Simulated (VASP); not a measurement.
# AlInSb$_{2}$ (space group R3m): computed properties

These are LDA (Ceperley-Alder, Perdew-Zunger), VASP's LDA PAW potentials (set 64) (plane waves; VASP 6.6.1) values and carry that method's errors.

```json
{
  "space_group": "R3m (160)",
  "cell": "a = b = 4.4524 Å, c = 21.6833 Å, α = β = 90.00°, γ = 120.00°",
  "volume_per_atom": "31.02 Å³/atom",
  "band gap (over mesh and band path)": "0.50 eV",
  "smallest direct gap (over mesh and band path)": "0.50 eV",
  "band_edge_character_without_spin_orbit_coupling": "direct, Γ to Γ",
  "band_gap_with_spin_orbit_coupling": "0.26 eV",
  "density": "5.16 g/cm³"
}
```

```cif
data_AlInSb2
_chemical_formula_sum 'Al1 In1 Sb2'
_space_group_name_H-M_alt 'P 1'
_space_group_IT_number 1
_cell_length_a 7.67129
_cell_length_b 7.67129
_cell_length_c 7.67129
_cell_angle_alpha 33.740
_cell_angle_beta 33.740
_cell_angle_gamma 33.740
loop_
_space_group_symop_operation_xyz
  'x, y, z'
loop_
_atom_site_label
_atom_site_type_symbol
_atom_site_fract_x
_atom_site_fract_y
_atom_site_fract_z
_atom_site_occupancy
Al1 Al 0.00067 0.00067 0.00067 1
In1 In 0.49956 0.49956 0.49956 1
Sb1 Sb 0.87897 0.87897 0.87897 1
Sb2 Sb 0.37078 0.37078 0.37078 1
```

Unless said otherwise, spin-orbit coupling is left out, though it shifts the bands of the heavy elements here.

The structure comes from a computed database's AlInSb2 entry (R3m); how it stands against other phases isn't given here. It was relaxed first, which changed the volume by -7 %. Symmetry was kept, so distortions that lower it aren't found.
